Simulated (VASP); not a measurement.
Level of theory: PBEsol GGA, VASP's PBE PAW potentials (set 64) (plane waves; VASP).

VASP input:

File KPOINTS:
```
k-points along high-symmetry lines
8
Line-mode
Reciprocal
  0.000000   0.000000   0.000000 ! GAMMA
 -0.500000  -0.500000   0.000000 ! Y

 -0.500000  -0.500000   0.000000 ! Y
 -0.625000  -0.375000   0.000000 ! C_0

 -0.375000   0.375000   0.000000 ! SIGMA_0
  0.000000   0.000000   0.000000 ! GAMMA

  0.000000   0.000000   0.000000 ! GAMMA
  0.500000   0.500000   0.500000 ! Z

  0.500000   0.500000   0.500000 ! Z
  0.125000   0.875000   0.500000 ! A_0

 -0.125000   0.125000   0.500000 ! E_0
  0.000000   0.000000   0.500000 ! T

  0.000000   0.000000   0.500000 ! T
 -0.500000  -0.500000   0.000000 ! Y

  0.000000   0.000000   0.000000 ! GAMMA
 -0.500000   0.000000   0.000000 ! S

 -0.500000   0.000000   0.000000 ! S
  0.000000   0.500000   0.500000 ! R

  0.000000   0.500000   0.500000 ! R
  0.500000   0.500000   0.500000 ! Z

  0.500000   0.500000   0.500000 ! Z
  0.000000   0.000000   0.500000 ! T
```

### INCAR
```
SIGMA  =  0.05
PREC  =  Accurate
ISMEAR  =  0   # Gaussian
SYSTEM  =  BeHg3Te4
LCHARG  =  F
EDIFF  =  1E-7
LASPH  =  T   # aspherical one-centre terms
LORBIT  =  11
ALGO  =  Normal
GGA  =  PS   # PBEsol
ENCUT  =  400
ICHARG  =  11   # fixed density
NELM  =  100   # most electronic steps
LWAVE  =  F
LREAL  =  F   # projection in real space or not
LMAXMIX  =  6   # l cut-off of mixed one-centre charges
```

**POSCAR**
```
BeHg3Te4
1
   -0.0134615209     6.2763281632     6.3382457547
    6.2763281632    -0.0134615209     6.3382457547
    3.1314333212     3.1314333212     0.0000000000
Hg Te Be
3 4 1
Direct
  0.9956641631   0.9956641631   0.0086716738
  0.9934304615   0.5065361452   0.0000333933
  0.5065361452   0.9934304615   0.0000333933
  0.1255827918   0.1255827918   0.2488344165
  0.1592529829   0.6137148540   0.2270321631
  0.6137148540   0.1592529829   0.2270321631
  0.6056244805   0.6056244805   0.2887510390
  0.5001941210   0.5001941210   0.9996117581
```

POTCAR, in this order: Hg Te Be (PBE.64 set). Program: vasp_std. Read from the step before: CHGCAR.

The run wrote:

OSZICAR:
```
       N       E                     dE             d eps       ncg     rms          rms(c)
DAV:   1     0.347825533740E+03    0.34783E+03   -0.23184E+04  6512   0.117E+03
DAV:   2     0.238899404131E+01   -0.34544E+03   -0.33459E+03  7367   0.284E+02
DAV:   3    -0.193800379200E+02   -0.21769E+02   -0.21396E+02  7849   0.703E+01
DAV:   4    -0.198106081958E+02   -0.43057E+00   -0.42909E+00  8064   0.900E+00
DAV:   5    -0.198168606080E+02   -0.62524E-02   -0.62510E-02  7659   0.114E+00
DAV:   6    -0.198170220866E+02   -0.16148E-03   -0.16147E-03  8172   0.167E-01
DAV:   7    -0.198170272559E+02   -0.51693E-05   -0.51696E-05  7795   0.266E-02
DAV:   8    -0.198170274034E+02   -0.14750E-06   -0.14740E-06  7232   0.444E-03
DAV:   9    -0.198170274098E+02   -0.63756E-08   -0.65521E-08  5318   0.946E-04
   1 F= -.19817027E+02 E0= -.19815761E+02  d E =-.253212E-02
```

### OUTCAR
```
 val. band max:        3.3519508997   @ k =  -0.0714   0.0000   0.0000

 cond. band min:       3.3576918090   @ k =  -0.0536   0.0536   0.0000



 k-point     1 :       0.0000    0.0000    0.0000
  band No.  band energies     occupation
      1      -8.7618      2.00000
      2      -8.0642      2.00000
      3      -7.9930      2.00000
      4      -7.7563      2.00000
      5      -3.9418      2.00000
      6      -3.9267      2.00000
      7      -3.9213      2.00000
      8      -3.8100      2.00000
      9      -3.7615      2.00000
     10      -3.7277      2.00000
     11      -3.7247      2.00000
     12      -3.5350      2.00000
     13      -3.4465      2.00000
     14      -3.4438      2.00000
     15      -3.4308      2.00000
     16      -3.4130      2.00000
     17      -3.3800      2.00000
     18      -3.3761      2.00000
     19      -3.1197      2.00000
     20      -2.3697      2.00000
     21      -2.1370      2.00000
     22      -2.0030      2.00000
     23       0.6243      2.00000
     24       0.8576      2.00000
     25       1.9437      2.00000
     26       2.0697      2.00000
     27       2.1356      2.00000
     28       2.5554      2.00000
     29       3.1017      2.00000
     30       3.1042      2.00000
     31       3.2218      1.99985
     32       3.3660      0.77143
     33       4.0694      0.00000
     34       4.4695      0.00000
     35       5.3492      0.00000
     36       5.5885      0.00000
     37       7.0327      0.00000

 k-point     2 :      -0.0714   -0.0714    0.0000
  band No.  band energies     occupation
      1      -8.7520      2.00000
      2      -8.0653      2.00000
      3      -7.9941      2.00000
      4      -7.7693      2.00000
      5      -3.9417      2.00000
      6      -3.9241      2.00000
      7      -3.9187      2.00000
      8      -3.8089      2.00000
      9      -3.7644      2.00000
     10      -3.7299      2.00000
     11      -3.7270      2.00000
     12      -3.5418      2.00000
...
```

The density is held fixed in this step, so its total energy and stress have no physical meaning. Unless said otherwise, spin-orbit coupling is left out, though it shifts the bands of the heavy elements here.

The structure was generated: BeHg3Te4 was put into an ordered model structure (Amm2), which need not be its known phase. It was relaxed first.
